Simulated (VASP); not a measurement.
Input:

```
CELL_PARAMETERS angstrom
      4.20999     0.00000     0.00000
      0.00000     4.20999     0.00000
      0.00000     0.00000     5.94655
ATOMIC_POSITIONS crystal
  Hg 0.50000 0.00000 0.76237
  Hg 0.00000 0.50000 0.23763
  Se 0.00000 0.00000 0.50000
  S  0.50000 0.50000 0.00000
```

Level of theory: LDA (Ceperley-Alder, Perdew-Zunger), VASP's LDA PAW potentials (set 64) (plane waves; VASP). Settings: 400 eV cut-off, 8×8×6 Γ-centred mesh, tetrahedra with Blöchl corrections, potentials Hg Se S.

Unless said otherwise, spin-orbit coupling is left out, though it shifts the bands of the heavy elements here.

### Question
What does the run give for the energy per atom (σ→0), band gap (on the k-mesh) with the smallest direct gap where there is one?

### Answer

```yaml
band gap (on the k-mesh): none (metal, semimetal or under 0.01 eV)
energy per atom (σ→0): -2.863 eV/atom
```

Total energies compare only between runs with the same potentials, cut-off and functional.

The structure comes from a computed database's Hg2SeS entry (P-4m2); how it stands against other phases isn't given here. It was relaxed first, which changed the volume by -5 %.
